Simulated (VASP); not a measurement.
Calculation: PBEsol GGA, VASP's PBE PAW potentials (set 64) (plane waves; VASP).

VASP input:

POSCAR:
```
Sb2Se3
9.8229320
  0.4074798986  -0.0000000068   0.0000000000
 -0.2037399103   0.3528879093   0.0000000000
  0.0000000000   0.0000000000   1.0000000473
Sb Se
2 3
Cart
 -0.0000001778   0.2352587216   0.1892105351
  0.2037401660   0.1176291809   0.8107895123
  0.0000000000   0.0000000000   1.0000000473
 -0.0000001778   0.2352587216   0.6520158250
  0.2037401660   0.1176291809   0.3479842224
```

INCAR:
```
ALGO = Normal
EDIFF = 1E-7
ENCUT = 400
GGA = PS
ISIF = 2
ISMEAR = -5
LASPH = .True.
LCHARG = .True.
LEFG = .True.
LMAXMIX = 4
LORBIT = 11
LREAL = .False.
LWAVE = .False.
NEDOS = 601
NELM = 100
PREC = Accurate
SYSTEM = Sb2Se3
```

**KPOINTS**
```
Automatic mesh
0
Gamma
10 10 4
0 0 0
```

POTCAR, in this order: Sb Se (PBE.64 set). Program: vasp_std.

The run wrote:

OSZICAR:
```
       N       E                     dE             d eps       ncg     rms          rms(c)
DAV:   1     0.130779680546E+03    0.13078E+03   -0.92689E+03  1800   0.104E+03
DAV:   2    -0.110697868140E+02   -0.14185E+03   -0.13986E+03  2414   0.188E+02
DAV:   3    -0.221676208314E+02   -0.11098E+02   -0.10962E+02  2138   0.575E+01
DAV:   4    -0.224309513937E+02   -0.26333E+00   -0.26186E+00  2624   0.858E+00
DAV:   5    -0.224345368398E+02   -0.35854E-02   -0.35819E-02  2298   0.981E-01    0.584E+00
DAV:   6    -0.219648365735E+02    0.46970E+00   -0.16392E+00  2026   0.530E+00    0.392E+00
DAV:   7    -0.219530620905E+02    0.11774E-01   -0.25091E-01  2128   0.274E+00    0.148E+00
DAV:   8    -0.219543101468E+02   -0.12481E-02   -0.34439E-02  2354   0.993E-01    0.448E-01
DAV:   9    -0.219534167953E+02    0.89335E-03   -0.96810E-03  2798   0.547E-01    0.133E-01
DAV:  10    -0.219533338869E+02    0.82908E-04   -0.24163E-03  2462   0.282E-01    0.703E-02
DAV:  11    -0.219533302013E+02    0.36856E-05   -0.30952E-04  2166   0.107E-01    0.269E-02
DAV:  12    -0.219533375534E+02   -0.73521E-05   -0.49652E-05  2406   0.377E-02    0.106E-02
DAV:  13    -0.219533363890E+02    0.11644E-05   -0.90364E-06  2624   0.171E-02    0.516E-03
DAV:  14    -0.219533364803E+02   -0.91335E-07   -0.32162E-06  1978   0.995E-03    0.253E-03
DAV:  15    -0.219533364022E+02    0.78172E-07   -0.17460E-07  1230   0.253E-03
   1 F= -.21953336E+02 E0= -.21953336E+02  d E =0.000000E+00
```

**OUTCAR**
```
------------------------ aborting loop because EDIFF is reached ----------------------------------------
  FORCE on cell =-STRESS in cart. coord.  units (eV):
  Direction    XX          YY          ZZ          XY          YZ          ZX
  --------------------------------------------------------------------------------------
  Total        0.0235987      0.0235987     -0.0338583      0.0000000      0.0000000     -0.0000000
  in kB        0.2774170      0.2774170     -0.3980236      0.0000000      0.0000000     -0.0000000
  external PRESSURE =       0.0522701 kB  Pullay stress =       0.0000000 kB
  volume of cell :      136.29
      direct lattice vectors                 reciprocal lattice vectors
     4.002647335 -0.000000067  0.000000000     0.249834653  0.144242091  0.000000000
    -2.001323285  3.466393937  0.000000000     0.000000005  0.288484237  0.000000000
     0.000000000  0.000000000  9.822932465     0.000000000  0.000000000  0.101802593
 POSITION                                       TOTAL-FORCE (eV/Angst)
 -----------------------------------------------------------------------------------
     -0.00000      2.31093      1.85860         0.000000     -0.000000      0.026656
      2.00133      1.15546      7.96433        -0.000000      0.000000     -0.026656
      0.00000      0.00000      0.00000         0.000000      0.000000     -0.000000
     -0.00000      2.31093      6.40471        -0.000000      0.000000     -0.010587
      2.00133      1.15546      3.41823         0.000000     -0.000000      0.010587
 -----------------------------------------------------------------------------------
    total drift:                                0.000000      0.000000      0.000000
  FREE ENERGIE OF THE ION-ELECTRON SYSTEM (eV)
  ---------------------------------------------------
  free  energy   TOTEN  =       -21.9533364022 eV

  energy  without entropy=      -21.9533364022  energy(sigma->0) =      -21.95333640

 total charge

# of ion       s       p       d       tot
------------------------------------------
    1        1.318   0.913   0.062   2.293
    2        1.318   0.913   0.062   2.293
    3        1.482   2.286   0.033   3.801
    4        1.493   2.245   0.026   3.763
    5        1.493   2.245   0.026   3.763
--------------------------------------------------
tot          7.103   8.602   0.209  15.914

 Electric field gradients after diagonalization (V/A^2)
 (convention: |V_zz| > |V_xx| > |V_yy|)
----------------------------------------------------------------------
 ion       V_xx      V_yy      V_zz     asymmetry (V_yy - V_xx)/ V_zz
----------------------------------------------------------------------
   1       6.572     6.572   -13.144       0.000
   2       6.572     6.572   -13.144       0.000
   3     -44.213   -44.213    88.426       0.000
   4      10.295    10.294   -20.589       0.000
   5      10.295    10.294   -20.589       0.000
```
(Selected blocks of OUTCAR.)

File OUTCAR:
```
 val. band max:        5.0088245712   @ k =   0.0000   0.0000   0.0000

 cond. band min:       5.0102943963   @ k =   0.0000   0.0000   0.0000


 Fermi energy:         5.0108863970

 k-point     1 :       0.0000    0.0000    0.0000
  band No.  band energies     occupation
      1      -9.6815      2.00000
      2      -8.9466      2.00000
      3      -8.3296      2.00000
      4      -3.9954      2.00000
      5      -2.6797      2.00000
      6       2.5559      2.00000
      7       2.8019      2.00000
      8       2.8033      2.00000
      9       2.8033      2.00000
     10       2.9077      2.00000
     11       2.9078      2.00000
     12       3.3953      2.00000
     13       3.3953      2.00000
     14       5.0088      2.00000
     15       5.0103      0.00000
     16       6.0864      0.00000
     17       6.0865      0.00000
     18       6.9688      0.00000

 k-point     2 :       0.1000   -0.0000    0.0000
  band No.  band energies     occupation
      1      -9.5913      2.00000
      2      -8.8678      2.00000
      3      -8.2784      2.00000
      4      -3.9972      2.00000
      5      -2.7864      2.00000
      6       1.7943      2.00000
      7       1.9584      2.00000
      8       2.4236      2.00000
      9       2.5306      2.00000
     10       2.8925      2.00000
     11       3.1582      2.00000
     12       3.4116      2.00000
     13       3.7874      2.00000
     14       4.6068      2.00000
     15       5.6867     -0.00000
     16       6.2486      0.00000
     17       6.2767      0.00000
     18       6.9025      0.00000

 k-point     3 :       0.2000   -0.0000    0.0000
  band No.  band energies     occupation
      1      -9.3293      2.00000
      2      -8.6449      2.00000
      3      -8.1417      2.00000
      4      -4.0453      2.00000
      5      -3.1278      2.00000
      6       0.7291      2.00000
      7       1.2640      2.00000
      8       1.6226      2.00000
      9       1.8995      2.00000
...
```

For a metal the tetrahedron method with Blöchl corrections gives inexact stress and forces. Unless said otherwise, spin-orbit coupling is left out, though it shifts the bands of the heavy elements here.

The structure was generated: Sb2Se3 was put into the A-La2O3 type (P-3m1), which need not be its known phase. It was relaxed first, which changed the volume by +8 %.
